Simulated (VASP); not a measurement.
A convergence study with VASP on MoTe2 (2H layered): one setting is varied, all else stays as given below, so the limit is that of these other settings. ε∞ is the independent-particle value.

```yaml
crystal:
  lattice:
    - [1.76000, -3.04841, 0.00000]
    - [1.76000, 3.04841, 0.00000]
    - [0.00000, 0.00000, 13.96000]
  atoms:
    - { symbol: Te, position: [0.33333, 0.66667, 0.87900] }
    - { symbol: Te, position: [0.66667, 0.33333, 0.37900] }
    - { symbol: Te, position: [0.66667, 0.33333, 0.12100] }
    - { symbol: Te, position: [0.33333, 0.66667, 0.62100] }
    - { symbol: Mo, position: [0.33333, 0.66667, 0.25000] }
    - { symbol: Mo, position: [0.66667, 0.33333, 0.75000] }
```

All values below come from PBE GGA, VASP's PBE PAW potentials (set 64) (plane waves; VASP). The tightest run used: 550 eV cut-off, 6×6×2 Γ-centred mesh, Gaussian smearing of 0.050 eV, potentials Te Mo_sv.

```csv
setting,mean ε∞,bands
NBANDS = 27,5.72,27
NBANDS = 28,9.22,28
NBANDS = 30,13.34,30
NBANDS = 34,17.00,34
```

Question: These are the cheaper rows. Estimate the results at NBANDS = 154, and how far the last row shown lies from them.

Answer: 
```json
[
 {"quantity": "mean ε∞", "tightest run": "19.10", "last row shown is off by": "-2.11"}
]
```

Left out are rungs that failed or repeat a setting and relaxations that didn't move; long series are thinned to 24 rows.

The compound is MoTe2 in the 2H layered structure. The cell was not relaxed at this level, forces remain on its atoms.
